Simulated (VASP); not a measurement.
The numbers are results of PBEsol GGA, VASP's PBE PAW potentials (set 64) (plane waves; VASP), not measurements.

VASP ran on this input.

**INCAR**
```
! general
SYSTEM =MnO2
PREC   =Accurate
ENCUT  =520
LREAL  =.FALSE.
LASPH  =.TRUE.

! electronic loop
EDIFF  =1E-6
NELM   =100
ALGO   =Normal
LMAXMIX=4

! smearing
ISMEAR =1
SIGMA  =0.1

! functional
GGA    =PS

! spin
ISPIN  =2
MAGMOM =3.0 -3.0 4*0.0

! ions
IBRION =2
NSW    =60
ISIF   =3
EDIFFG =-0.02

! output
LWAVE  =.FALSE.
LCHARG =.FALSE.
LORBIT =10
```

**POSCAR**
```
MnO2
1.0
  4.3702201015   0.0000000000   0.0000000000
  0.0000000000   4.3702201015   0.0000000000
  0.0000000000   0.0000000000   2.8377850828
Mn O
2 4
Cart
  4.3702201015   0.0000000000   0.0000000000
  2.1851100508   2.1851100508   1.4188925414
  1.3257421053   1.3257421053   2.8377850828
  3.5108521561   0.8593679454   1.4188925414
  0.8593679454   3.5108521561   1.4188925414
  3.0444779962   3.0444779962   0.0000000000
```

File KPOINTS:
```
Automatic
0
G
  6 6 10
0 0 0
```

POTCAR, in this order: Mn_pv O (PBE.64 set). Program: vasp_std.

Output of the run:

OUTCAR:
```
 ion  position               nearest neighbor table
   1  0.000  0.000  0.000-   4 1.87   5 1.87   4 1.87   5 1.87   3 1.87   6 1.87
   2  0.500  0.500  0.500-   3 1.87   6 1.87   3 1.87   6 1.87   5 1.87   4 1.87
   3  0.303  0.303  0.000-   2 1.87   2 1.87   1 1.87
   4  0.803  0.197  0.500-   1 1.87   1 1.87   2 1.87
   5  0.197  0.803  0.500-   1 1.87   1 1.87   2 1.87
   6  0.697  0.697  0.000-   2 1.87   2 1.87   1 1.87
  LATTYP: Found a simple tetragonal cell.
 ALAT       =     4.3702201015
 C/A-ratio  =     0.6493460322
 Subroutine PRICEL returns:
 Original cell was already a primitive cell.
 Subroutine GETGRP returns: Found 16 space group operations
The static configuration has the point symmetry D_2h.
 The point group associated with its full space group is D_4h.
The dynamic configuration has the point symmetry D_2h.
The overall configuration has the point symmetry D_2h.
 Subroutine INISYM returns: Found 16 space group operations
 Subroutine IBZKPT returns following result:
 Found     60 irreducible k-points:

 Following reciprocal coordinates:
            Coordinates               Weight
  0.000000  0.000000  0.000000      1.000000
  0.166667  0.000000  0.000000      4.000000
  0.333333  0.000000  0.000000      4.000000
  0.500000  0.000000  0.000000      2.000000
  0.166667  0.166667  0.000000      4.000000
  0.333333  0.166667  0.000000      8.000000
  0.500000  0.166667  0.000000      4.000000
  0.333333  0.333333  0.000000      4.000000
  0.500000  0.333333  0.000000      4.000000
  0.500000  0.500000  0.000000      1.000000
  0.000000  0.000000  0.100000      2.000000
  0.166667  0.000000  0.100000      8.000000
  0.333333  0.000000  0.100000      8.000000
  0.500000  0.000000  0.100000      4.000000
  0.166667  0.166667  0.100000      8.000000
  0.333333  0.166667  0.100000     16.000000
  0.500000  0.166667  0.100000      8.000000
...
```

**OSZICAR**
```
       N       E                     dE             d eps       ncg     rms          rms(c)
DAV:   1     0.650517563480E+03    0.65052E+03   -0.28671E+04  7336   0.202E+03
DAV:   2     0.185211226236E+02   -0.63200E+03   -0.59621E+03  7704   0.574E+02
DAV:   3    -0.627593617796E+02   -0.81280E+02   -0.79052E+02  9248   0.194E+02
DAV:   4    -0.660158096537E+02   -0.32564E+01   -0.29069E+01  8210   0.343E+01
DAV:   5    -0.660794489340E+02   -0.63639E-01   -0.63639E-01  7552   0.535E+00    0.461E+01
DAV:   6    -0.609221157960E+02    0.51573E+01   -0.16024E+02  9194   0.120E+02    0.510E+01
DAV:   7    -0.530021136233E+02    0.79200E+01   -0.11792E+02  9294   0.122E+02    0.208E+01
DAV:   8    -0.509680783184E+02    0.20340E+01   -0.86435E+00  7664   0.291E+01    0.831E+00
DAV:   9    -0.505988688609E+02    0.36921E+00   -0.18880E+00  9658   0.143E+01    0.299E+00
DAV:  10    -0.506128200479E+02   -0.13951E-01   -0.19054E-01  7602   0.351E+00    0.164E+00
DAV:  11    -0.506073488080E+02    0.54712E-02   -0.22488E-02  7748   0.172E+00    0.521E-01
DAV:  12    -0.506066747979E+02    0.67401E-03   -0.66140E-03  8722   0.119E+00    0.193E-01
DAV:  13    -0.506067648564E+02   -0.90059E-04   -0.42171E-04  7764   0.160E-01    0.634E-02
DAV:  14    -0.506067453979E+02    0.19458E-04   -0.12856E-04  8300   0.929E-02    0.356E-02
DAV:  15    -0.506067423151E+02    0.30828E-05   -0.50410E-05  7412   0.992E-02    0.223E-02
DAV:  16    -0.506067409790E+02    0.13362E-05   -0.96966E-06  7658   0.405E-02    0.835E-03
DAV:  17    -0.506067408333E+02    0.14569E-06   -0.16609E-06  4962   0.190E-02
   1 F= -.50606741E+02 E0= -.50607069E+02  d E =-.506067E+02  mag=     0.0000
       N       E                     dE             d eps       ncg     rms          rms(c)
DAV:   1    -0.506083045572E+02   -0.15636E-02   -0.10120E-01  7200   0.248E+00    0.319E-01
DAV:   2    -0.506074236081E+02    0.88095E-03   -0.37305E-03  7902   0.624E-01    0.209E-01
DAV:   3    -0.506071394923E+02    0.28412E-03   -0.10386E-03  9710   0.420E-01    0.145E-01
DAV:   4    -0.506069884279E+02    0.15106E-03   -0.58207E-04  9562   0.284E-01    0.570E-02
DAV:   5    -0.506069863362E+02    0.20918E-05   -0.77937E-05  7766   0.100E-01    0.234E-02
DAV:   6    -0.506069851916E+02    0.11446E-05   -0.53597E-06  6944   0.219E-02    0.132E-02
DAV:   7    -0.506069849065E+02    0.28513E-06   -0.10681E-06  3768   0.944E-03
   2 F= -.50606985E+02 E0= -.50607326E+02  d E =-.244073E-03  mag=     0.0000
       N       E                     dE             d eps       ncg     rms          rms(c)
DAV:   1    -0.506070281440E+02   -0.42952E-04   -0.25768E-03  7200   0.396E-01    0.509E-02
DAV:   2    -0.506070055176E+02    0.22626E-04   -0.91794E-05  7880   0.964E-02    0.329E-02
DAV:   3    -0.506069978658E+02    0.76518E-05   -0.24088E-05  9664   0.627E-02    0.225E-02
DAV:   4    -0.506069945615E+02    0.33043E-05   -0.13877E-05  9562   0.441E-02    0.908E-03
DAV:   5    -0.506069944120E+02    0.14957E-06   -0.17992E-06  4574   0.166E-02
   3 F= -.50606994E+02 E0= -.50607334E+02  d E =-.253579E-03  mag=     0.0000
```

**OUTCAR**
```
------------------------ aborting loop because EDIFF is reached ----------------------------------------
  FORCE on cell =-STRESS in cart. coord.  units (eV):
  Direction    XX          YY          ZZ          XY          YZ          ZX
  --------------------------------------------------------------------------------------
  Total        0.0500615      0.0500615      0.0103345     -0.0000000      0.0000000      0.0000000
  in kB        1.4800080      1.4800080      0.3055275     -0.0000000      0.0000000      0.0000000
  external PRESSURE =       1.0885145 kB  Pullay stress =       0.0000000 kB
  volume of cell :       54.19
      direct lattice vectors                 reciprocal lattice vectors
     4.373169182 -0.000000000  0.000000000     0.228667120  0.000000000  0.000000000
     0.000000000  4.373169182  0.000000000     0.000000000  0.228667120  0.000000000
     0.000000000  0.000000000  2.833728323     0.000000000  0.000000000  0.352891981
 POSITION                                       TOTAL-FORCE (eV/Angst)
 -----------------------------------------------------------------------------------
      0.00000      0.00000      0.00000        -0.000000     -0.000000      0.000000
      2.18658      2.18658      1.41686        -0.000000     -0.000000      0.000000
      1.32723      1.32723      0.00000        -0.013241     -0.013241      0.000000
      3.51381      0.85936      1.41686        -0.013241      0.013241     -0.000000
      0.85936      3.51381      1.41686         0.013241     -0.013241      0.000000
      3.04594      3.04594      0.00000         0.013241      0.013241     -0.000000
 -----------------------------------------------------------------------------------
    total drift:                                0.000000      0.000000     -0.000000
  FREE ENERGIE OF THE ION-ELECTRON SYSTEM (eV)
  ---------------------------------------------------
  free  energy   TOTEN  =       -50.6069944120 eV

  energy  without entropy=      -50.6080118511  energy(sigma->0) =      -50.60733356

 total charge

# of ion       s       p       d       tot
------------------------------------------
    1        0.369   6.498   4.963  11.830
    2        0.369   6.498   4.963  11.830
    3        1.565   3.450   0.000   5.015
    4        1.565   3.450   0.000   5.015
    5        1.565   3.450   0.000   5.015
    6        1.565   3.450   0.000   5.015
--------------------------------------------------
tot          6.997  26.797   9.926  43.719

 magnetization (x)

# of ion       s       p       d       tot
------------------------------------------
    1        0.012   0.020   2.396   2.428
    2       -0.012  -0.020  -2.396  -2.428
    3       -0.001  -0.047   0.000  -0.047
    4        0.001   0.047   0.000   0.047
    5        0.001   0.047   0.000   0.047
    6       -0.001  -0.047   0.000  -0.047
--------------------------------------------------
tot          0.000   0.000   0.000   0.000

 reached required accuracy - stopping structural energy minimisation
```
(Selected blocks of OUTCAR.)

### CONTCAR
```
MnO2
   1.00000000000000
     4.3731691822468131   -0.0000000000000000    0.0000000000000000
     0.0000000000000000    4.3731691822468131    0.0000000000000000
     0.0000000000000000    0.0000000000000000    2.8337283226428056
  Mn              O
     2     4
Direct
     0.0000000000000000    0.0000000000000000    0.0000000000000000
     0.5000000000000000    0.5000000000000000    0.5000000000000000
     0.3034927808635315    0.3034927808635315    0.0000000000000000
     0.8034927808635315    0.1965072191364685    0.5000000000000000
     0.1965072191364685    0.8034927808635315    0.5000000000000000
     0.6965072191364685    0.6965072191364685    0.0000000000000000
```

The compound is MnO2 in the rutile structure. This run relaxes it. Symmetry was kept, so distortions that lower it aren't found. The start is the result of an earlier pass.
